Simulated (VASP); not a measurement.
A VASP calculation is set up with these files.

**POSCAR**
```
BeHg3Te4
1
    6.4032441375    -0.0000000000     0.0000000000
   -0.0000000000     6.4032441375     0.0000000000
   -0.0000000000     0.0000000000     6.4032441375
Hg Te Be
3 4 1
Direct
  0.0000000000   0.0000000000   0.0000000000
  0.5000000000   0.5000000000   0.0000000000
  0.5000000000   0.0000000000   0.5000000000
  0.2248833694   0.2751166306   0.2751166306
  0.7751166306   0.7248833694   0.2751166306
  0.7751166306   0.2751166306   0.7248833694
  0.2248833694   0.7248833694   0.7248833694
  0.0000000000   0.5000000000   0.5000000000
```

INCAR:
```
SYSTEM = BeHg3Te4
PREC = Accurate
ENCUT = 400
EDIFF = 1E-6
NELM = 100
ALGO = Normal
LREAL = .FALSE.
LASPH = .TRUE.
ISMEAR = 1
SIGMA = 0.1
GGA = PE
LMAXMIX = 6
LWAVE = .FALSE.
LCHARG = .FALSE.
IBRION = 2
ISIF = 3
NSW = 60
EDIFFG = -0.02
```

### KPOINTS
```
kpoints
0
Gamma
 5 5 5
0 0 0
```

POTCAR, in this order: Hg Te Be (PBE.64 set). Program: vasp_std.

Task: Write an equivalent input for Ansatz.

Result: One equivalent input (not run):
Ansatz 0.2 input:
```yaml
crystal:
  lattice:
    - [6.4032441, 0.0000000, 0.0000000]
    - [0.0000000, 6.4032441, 0.0000000]
    - [0.0000000, 0.0000000, 6.4032441]
  atoms:
    - { symbol: Hg, position: [0.0000000, 0.0000000, 0.0000000] }
    - { symbol: Hg, position: [0.5000000, 0.5000000, 0.0000000] }
    - { symbol: Hg, position: [0.5000000, 0.0000000, 0.5000000] }
    - { symbol: Te, position: [0.2248834, 0.2751166, 0.2751166] }
    - { symbol: Te, position: [0.7751166, 0.7248834, 0.2751166] }
    - { symbol: Te, position: [0.7751166, 0.2751166, 0.7248834] }
    - { symbol: Te, position: [0.2248834, 0.7248834, 0.7248834] }
    - { symbol: Be, position: [0.0000000, 0.5000000, 0.5000000] }
kpoints:
  mp_grid: { grid: [5, 5, 5] }
hamiltonian:
  xc: pbe
  pseudopotentials: { kind: paw }
scf:
  occupations: { method: methfessel_paxton, width: 0.1 }
  max_iter: 100
relax:
  max_steps: 60
  f_tol: 0.02
  cell: {}
output: { forces: true, stress: true, eigenvalues: true }
```
Limits of the translation: each code has its own PAW files, so the cut-off isn't converted (ENCUT is set for VASP's; basis.ecutwfc is left out, and Ansatz then takes the one that its files recommend); Ansatz stops its SCF on the density residual and VASP on the energy change (EDIFF).

The structure was generated: BeHg3Te4 was put into an ordered model structure (P-43m), which need not be its known phase. This run relaxes it. Symmetry was kept, so distortions that lower it aren't found. The start is the result of an earlier pass.
